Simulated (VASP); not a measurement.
A VASP calculation is set up with these files.

File KPOINTS:
```
Automatic mesh
0
G
7 7 7
```

POSCAR:
```
PbTe
1
    0.0000000000     3.2883939968     3.2883939968
    3.2883939968     0.0000000000     3.2883939968
    3.2883939968     3.2883939968     0.0000000000
Te Pb
1 1
Direct
  0.5000000000   0.5000000000   0.5000000000
  0.0000000000   0.0000000000   0.0000000000
```

INCAR:
```
# general
SYSTEM  = PbTe
PREC    = Accurate
ENCUT   = 520
LREAL   = .FALSE.
LASPH   = .TRUE.

# electronic loop
EDIFF   = 1E-7
NELM    = 100
ALGO    = Normal
LMAXMIX = 4

# smearing
ISMEAR  = 0
SIGMA   = 0.05

# functional
GGA     = PE
IVDW    = 11

# ions
ISIF    = 2

# output
LWAVE   = .FALSE.
LCHARG  = .FALSE.
```

POTCAR, in this order: Te Pb_d (PBE.64 set). Program: vasp_std.

Task: Translate this PBE-D3 (zero damping) calculation to Quantum ESPRESSO's pw.x.

Result: One equivalent input (not run):
```
&CONTROL
  calculation = 'scf'
  pseudo_dir = './pseudo'
  outdir = './out'
  tprnfor = .true.
  tstress = .true.
/
&SYSTEM
  ibrav = 0
  nat = 2
  ntyp = 2
  ecutwfc = 82.3
  occupations = 'smearing'
  smearing = 'gaussian'
  degauss = 0.003675
  input_dft = 'pbe'
  vdw_corr = 'grimme-d3'
  dftd3_version = 3
  dftd3_threebody = .false.
/
&ELECTRONS
  conv_thr = 7.3e-09
  electron_maxstep = 100
/
ATOMIC_SPECIES
  Te 127.600 Te.upf
  Pb 207.200 Pb.upf
CELL_PARAMETERS angstrom
     0.0000000    3.2883940    3.2883940
     3.2883940    0.0000000    3.2883940
     3.2883940    3.2883940    0.0000000
ATOMIC_POSITIONS crystal
  Te   0.5000000  0.5000000  0.5000000
  Pb   0.0000000  0.0000000  0.0000000
K_POINTS automatic
  7 7 7 0 0 0
```
What does not carry over: the potentials are each code's own (VASP's PAW set, PseudoDojo norm-conserving files in pw.x), so ENCUT and ecutwfc are chosen apart and not converted; conv_thr bounds pw.x's estimated SCF error, while EDIFF bounds the energy change between steps.

The compound is PbTe in the rock salt structure. This cell is one point of a volume scan, at 1.03 of the reference volume.
